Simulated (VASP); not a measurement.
All values below come from PBE GGA with D3 dispersion (Becke-Johnson damping), VASP's PBE PAW potentials (set 64) (plane waves; VASP 6.6.1).

VASP ran on this input.

### POSCAR
```
MgI2 monolayer
4.1330530
  0.9999999097   0.0000000000   0.0000000000
 -0.4999999548   0.8660252238   0.0000000000
  0.0000000000   0.0000000000   4.7129829115
I Mg
2 1
Cart
  0.5000004548   0.2886747859   1.9496929415
 -0.0000005000   0.5773504379   2.7632899699
  0.0000000000   0.0000000000   2.3564914557
```

### INCAR
```
# general
SYSTEM   =  MgI2 monolayer
PREC     =  Accurate
ENCUT    =  400   # plane-wave cut-off (eV)
LREAL    =  .FALSE.   # projection in real space or not
LASPH    =  .TRUE.   # aspherical one-centre terms
ISYM     =  0

# electronic loop
EDIFF    =  1E-6   # SCF stop (eV)
NELM     =  100   # most electronic steps
ALGO     =  Normal   # blocked Davidson
LMAXMIX  =  4   # l cut-off of mixed one-centre charges

# smearing
ISMEAR   =  0
SIGMA    =  0.05   # width (eV)

# functional
GGA      =  PE   # PBE
IVDW     =  12   # D3, Becke-Johnson

# ions
ISIF     =  2

# output
LWAVE    =  .FALSE.
LCHARG   =  .FALSE.
LORBIT   =  11   # lm-projected
LVHAR    =  .TRUE.

# other
LDIPOL   =  .TRUE.
IDIPOL   =  3
DIPOL    =  0.5 0.5 0.5
EFIELD   =  0.05
```

### KPOINTS
```
Automatic
0
gamma
  12 12 1
0 0 0
```

**KPOINTS_OPT**
```
k-points along high-symmetry lines
15
Line-mode
Reciprocal
  0.000000   0.000000   0.000000 ! GAMMA
  0.500000   0.000000   0.000000 ! M

  0.500000   0.000000   0.000000 ! M
  0.333333   0.333333   0.000000 ! K

  0.333333   0.333333   0.000000 ! K
  0.000000   0.000000   0.000000 ! GAMMA
```

POTCAR, in this order: I Mg (PBE.64 set). Program: vasp_std.

The resulting files:

File OUTCAR:
```
 ion  position               nearest neighbor table
   1  0.667  0.333  0.414-   3 2.92   3 2.92   3 2.92
   2  0.333  0.667  0.586-   3 2.92   3 2.92   3 2.92
   3  0.000  0.000  0.500-   1 2.92   2 2.92   2 2.92   1 2.92   1 2.92   2 2.92
 Subroutine IBZKPT returns following result:
 Found     74 irreducible k-points:

 Following reciprocal coordinates:
            Coordinates               Weight
  0.000000  0.000000  0.000000      1.000000
  0.083333  0.000000  0.000000      2.000000
  0.000000  0.083333  0.000000      2.000000
 -0.083333  0.083333  0.000000      2.000000
  0.166667  0.000000  0.000000      2.000000
  0.000000  0.166667  0.000000      2.000000
 -0.166667  0.166667  0.000000      2.000000
  0.250000  0.000000  0.000000      2.000000
  0.000000  0.250000  0.000000      2.000000
 -0.250000  0.250000  0.000000      2.000000
  0.333333  0.000000  0.000000      2.000000
  0.000000  0.333333  0.000000      2.000000
 -0.333333  0.333333  0.000000      2.000000
  0.416667  0.000000  0.000000      2.000000
  0.000000  0.416667  0.000000      2.000000
 -0.416667  0.416667  0.000000      2.000000
...
```

File OSZICAR:
```
       N       E                     dE             d eps       ncg     rms          rms(c)
DAV:   1     0.101920248461E+03    0.10192E+03   -0.41086E+03  1776   0.746E+02
DAV:   2     0.444024127029E+01   -0.97480E+02   -0.92047E+02  3104   0.133E+02
DAV:   3    -0.746222276129E+01   -0.11902E+02   -0.11826E+02  2244   0.587E+01
DAV:   4    -0.786452504552E+01   -0.40230E+00   -0.40199E+00  2276   0.134E+01
DAV:   5    -0.787698545688E+01   -0.12460E-01   -0.12460E-01  2488   0.275E+00    0.400E+00
DAV:   6    -0.774890153825E+01    0.12808E+00   -0.15944E-01  2128   0.223E+00    0.274E+00
DAV:   7    -0.772872912915E+01    0.20172E-01   -0.21444E-01  2120   0.260E+00    0.583E-01
DAV:   8    -0.772236220152E+01    0.63669E-02   -0.20790E-02  2044   0.887E-01    0.393E-01
DAV:   9    -0.772244778184E+01   -0.85580E-04   -0.23669E-03  2324   0.315E-01    0.167E-01
DAV:  10    -0.772239920156E+01    0.48580E-04   -0.26394E-04  2152   0.114E-01    0.313E-02
DAV:  11    -0.772242759879E+01   -0.28397E-04   -0.28157E-05  2200   0.476E-02    0.134E-02
DAV:  12    -0.772244186095E+01   -0.14262E-04   -0.82067E-06  2164   0.192E-02    0.152E-02
DAV:  13    -0.772244527936E+01   -0.34184E-05   -0.21351E-07  1736   0.418E-03    0.133E-02
DAV:  14    -0.772247466167E+01   -0.29382E-04   -0.79967E-06  2024   0.165E-02    0.936E-03
DAV:  15    -0.772247880515E+01   -0.41435E-05   -0.11109E-06  1708   0.747E-03    0.108E-02
DAV:  16    -0.772248551830E+01   -0.67132E-05   -0.32955E-07  1596   0.618E-03    0.536E-03
DAV:  17    -0.772249534341E+01   -0.98251E-05   -0.19839E-06  1924   0.761E-03    0.332E-03
DAV:  18    -0.772249677692E+01   -0.14335E-05   -0.19012E-07  1712   0.457E-03    0.217E-03
DAV:  19    -0.772249903268E+01   -0.22558E-05   -0.17503E-07  1608   0.313E-03    0.866E-04
DAV:  20    -0.772250097580E+01   -0.19431E-05   -0.47730E-08  1604   0.193E-03    0.895E-04
DAV:  21    -0.772250293724E+01   -0.19614E-05   -0.21813E-08  1496   0.874E-04    0.925E-04
DAV:  22    -0.772250396561E+01   -0.10284E-05   -0.20556E-08  1532   0.790E-04    0.818E-04
DAV:  23    -0.772250441906E+01   -0.45346E-06   -0.87603E-09  1460   0.466E-04
   1 F= -.84283920E+01 E0= -.84283920E+01  d E =-.121123E-12
       N       E                     dE             ncg
```

OUTCAR:
```
------------------------ aborting loop because EDIFF is reached ----------------------------------------
 Edisp (eV)   -0.70589
  FORCE on cell =-STRESS in cart. coord.  units (eV):
  Direction    XX          YY          ZZ          XY          YZ          ZX
  --------------------------------------------------------------------------------------
  Total      -0.05956    -0.05956    -0.04419    -0.00000    -0.00001     0.00001
  in kB      -0.33116    -0.33116    -0.24572    -0.00001    -0.00004     0.00006
  external pressure =       -0.30 kB  Pullay stress =        0.00 kB
  volume of cell :      288.16
      direct lattice vectors                 reciprocal lattice vectors
     4.133052627  0.000000000  0.000000000     0.241951916  0.139691020  0.000000000
    -2.066526313  3.579328149  0.000000000     0.000000000  0.279382040  0.000000000
     0.000000000  0.000000000 19.479008161     0.000000000  0.000000000  0.051337316
 POSITION                                       TOTAL-FORCE (eV/Angst)
 -----------------------------------------------------------------------------------
      2.06653      1.19311      8.05818        -0.000003      0.000002      0.019373
     -0.00000      2.38622     11.42082         0.000003     -0.000002      0.001002
      0.00000      0.00000      9.73950        -0.000000      0.000000     -0.020375
 -----------------------------------------------------------------------------------
    total drift:                                0.000000     -0.000000     -0.000003
  FREE ENERGIE OF THE ION-ELECTRON SYSTEM (eV)
  ---------------------------------------------------
  free  energy   TOTEN  =        -8.4283919670 eV

  energy  without entropy=       -8.4283919670  energy(sigma->0) =       -8.42839197

 total charge

# of ion       s       p       d       tot
------------------------------------------
    1        1.505   2.826   0.012   4.343
    2        1.505   2.827   0.012   4.344
    3        0.139   0.113   0.028   0.280
--------------------------------------------------
tot          3.150   5.765   0.053   8.968
```
(Selected blocks of OUTCAR.)

The cell holds a wide vacuum, so values per volume refer to the whole cell. The sign of EFIELD follows VASP, where electrons move along the field's direction.

The cell is a sheet with vacuum, built from a generated structure.
